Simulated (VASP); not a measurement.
# SrCl₂ (fluorite): computed properties

Calculation: PBEsol GGA, VASP's PBE PAW potentials (set 64) (plane waves; VASP).

| Item | Value |
|---|---|
| space group | Fm-3m (225) |
| cell | a = 6.9202 Å, b = 6.9202 Å, c = 6.9202 Å, α = 90.00°, β = 90.00°, γ = 90.00° |
| volume per atom | 27.62 Å³/atom |
| band gap (over mesh and band path) | 5.22 eV |
| smallest direct gap (over mesh and band path) | 5.34 eV |
| Hill bulk modulus | 383 kbar |
| Hill shear modulus | 152 kbar |
| Poisson's ratio | 0.325 |
| band-edge character | indirect, X to Γ |
| density | 3.18 g/cm³ |
| mean ε∞ (DFPT) | 3.02 |
| mean ε∞ (independent particles) | 3.33 |
| C11 | 73.1 GPa |
| C12 | 20.8 GPa |
| C44 | 10.3 GPa |

```yaml
crystal:
  lattice:
    - [0.00000, 3.46011, 3.46011]
    - [3.46011, 0.00000, 3.46011]
    - [3.46011, 3.46011, 0.00000]
  atoms:
    - { symbol: Sr, position: [0.00000, 0.00000, 0.00000] }
    - { symbol: Cl, position: [0.25000, 0.25000, 0.25000] }
    - { symbol: Cl, position: [0.75000, 0.75000, 0.75000] }
```

Measured: gap 7.50 eV (computed value off by -2.28 eV), as given by Andrés Aguado et al., Journal of the Physical Society of Japan (1999), arXiv:cond-mat/9901145; a 6.974 Å (computed value off by -0.8 %), as given by Kanchana et al., Calculated structural, elastic and electronic properties of SrCl2 (2010). The calculation is for a static lattice, while the measured a holds thermal and zero-point effects, which are part of the difference.

The compound is SrCl2 in the fluorite structure. It was relaxed first. Symmetry was kept, so distortions that lower it aren't found.
